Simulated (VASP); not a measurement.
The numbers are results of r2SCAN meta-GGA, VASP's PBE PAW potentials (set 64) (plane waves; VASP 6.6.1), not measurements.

A VASP calculation is set up with these files.

**POSCAR**
```
P
1
   -1.6970850254     2.5249734101     1.8685179132
    1.6970850254    -2.5249734101     1.8685179132
    1.6970850254     2.5249734101    -1.8685179132
P
2
Direct
  0.8037166304   0.0537166304   0.7500000000
  0.1962833696   0.9462833696   0.2500000000
```

**KPOINTS**
```
Automatic mesh
0
Gamma
13 13 13
0 0 0
```

**INCAR**
```
ALGO  =  Normal
EDIFF  =  1E-6
EDIFFG  =  -0.01
ENCUT  =  400
IBRION  =  2
ISIF  =  3
ISMEAR  =  1
LASPH  =  .True.
LCHARG  =  .False.
LMIXTAU  =  .True.
LREAL  =  .False.
LWAVE  =  .False.
METAGGA  =  R2SCAN
NELM  =  100
NSW  =  60
PREC  =  Accurate
SIGMA  =  0.1
SYSTEM  =  P
```

POTCAR, in this order: P (PBE.64 set). Program: vasp_std.

Output

### OSZICAR
```
       N       E                     dE             d eps       ncg     rms          rms(c)
DAV:   1     0.677156674545E+01    0.67716E+01   -0.41200E+03  6230   0.799E+02
DAV:   2    -0.189977752320E+02   -0.25769E+02   -0.24979E+02  9228   0.113E+02
DAV:   3    -0.196789286071E+02   -0.68115E+00   -0.67928E+00  7826   0.198E+01
DAV:   4    -0.196826642573E+02   -0.37357E-02   -0.37344E-02  8927   0.156E+00
DAV:   5    -0.196826810913E+02   -0.16834E-04   -0.16833E-04  7835   0.768E-02    0.762E+00
DAV:   6    -0.176595385292E+02    0.20231E+01   -0.33384E-01  6489   0.460E+00    0.503E+00
DAV:   7    -0.184720857168E+02   -0.81255E+00   -0.36369E-01  6246   0.539E+00    0.124E+00
DAV:   8    -0.177433543347E+02    0.72873E+00   -0.28488E-01  6216   0.505E+00    0.281E-01
DAV:   9    -0.177507340996E+02   -0.73798E-02   -0.27365E-03  8493   0.581E-01    0.161E-01
DAV:  10    -0.177498751177E+02    0.85898E-03   -0.30918E-04  7274   0.133E-01    0.197E-01
DAV:  11    -0.177536336657E+02   -0.37585E-02   -0.21357E-03  6274   0.535E-01    0.450E-02
DAV:  12    -0.177537379695E+02   -0.10430E-03   -0.10930E-04  7703   0.109E-01    0.403E-02
DAV:  13    -0.177537185913E+02    0.19378E-04   -0.28192E-06  7269   0.191E-02    0.286E-02
DAV:  14    -0.177537885375E+02   -0.69946E-04   -0.33521E-05  6549   0.565E-02    0.627E-03
DAV:  15    -0.177537853918E+02    0.31457E-05   -0.15348E-06  6121   0.149E-02    0.538E-03
DAV:  16    -0.177537885272E+02   -0.31355E-05   -0.48483E-07  3241   0.833E-03    0.372E-03
DAV:  17    -0.177537883740E+02    0.15325E-06   -0.11858E-07  3212   0.365E-03
   1 F= -.17753788E+02 E0= -.17753744E+02  d E =-.177538E+02
       N       E                     dE             d eps       ncg     rms          rms(c)
DAV:   1    -0.177538068952E+02   -0.18368E-04   -0.68724E-04  6653   0.170E-01    0.146E-02
DAV:   2    -0.177538044287E+02    0.24666E-05   -0.24250E-05  7823   0.398E-02    0.990E-03
DAV:   3    -0.177538048522E+02   -0.42359E-06   -0.78872E-06  7655   0.216E-02
   2 F= -.17753805E+02 E0= -.17753761E+02  d E =-.164782E-04
```

**OUTCAR**
```
------------------------ aborting loop because EDIFF is reached ----------------------------------------
  FORCE on cell =-STRESS in cart. coord.  units (eV):
  Direction    XX          YY          ZZ          XY          YZ          ZX
  --------------------------------------------------------------------------------------
  Total       -0.0128311      0.0013448     -0.0011991      0.0000000     -0.0000000      0.0000000
  in kB       -0.6416801      0.0672525     -0.0599657      0.0000000     -0.0000000      0.0000000
  external PRESSURE =      -0.2114644 kB  Pullay stress =       0.0000000 kB
  volume of cell :       32.04
      direct lattice vectors                 reciprocal lattice vectors
    -1.696586826  2.524624209  1.869922092     0.000000000  0.198049277  0.267390819
     1.696586826 -2.524624209  1.869922092     0.294709350  0.000000000  0.267390819
     1.696586826  2.524624209 -1.869922092     0.294709350  0.198049277  0.000000000
 POSITION                                       TOTAL-FORCE (eV/Angst)
 -----------------------------------------------------------------------------------
      0.00000      3.78694      0.20077         0.000000      0.000000      0.008863
      1.69659     -1.26231      1.66915        -0.000000     -0.000000     -0.008863
 -----------------------------------------------------------------------------------
    total drift:                               -0.000000      0.000000     -0.000000
  FREE ENERGIE OF THE ION-ELECTRON SYSTEM (eV)
  ---------------------------------------------------
  free  energy   TOTEN  =       -17.7538048522 eV

  energy  without entropy=      -17.7536745800  energy(sigma->0) =      -17.75376143

 reached required accuracy - stopping structural energy minimisation
```
(Selected blocks of OUTCAR.)

**CONTCAR**
```
P
   1.00000000000000
    -1.6965868257519450    2.5246242088823969    1.8699220921131074
     1.6965868257519450   -2.5246242088823969    1.8699220921131074
     1.6965868257519450    2.5246242088823969   -1.8699220921131074
  P
     2
Direct
     0.8036843265669267    0.0536843265669267    0.7500000000000000
     0.1963156734330733    0.9463156734330733    0.2500000000000000
```

The structure comes from a computed database's P entry (Imma); how it stands against other phases isn't given here. This run relaxes it. Symmetry was kept, so distortions that lower it aren't found. The start is the result of an earlier pass.
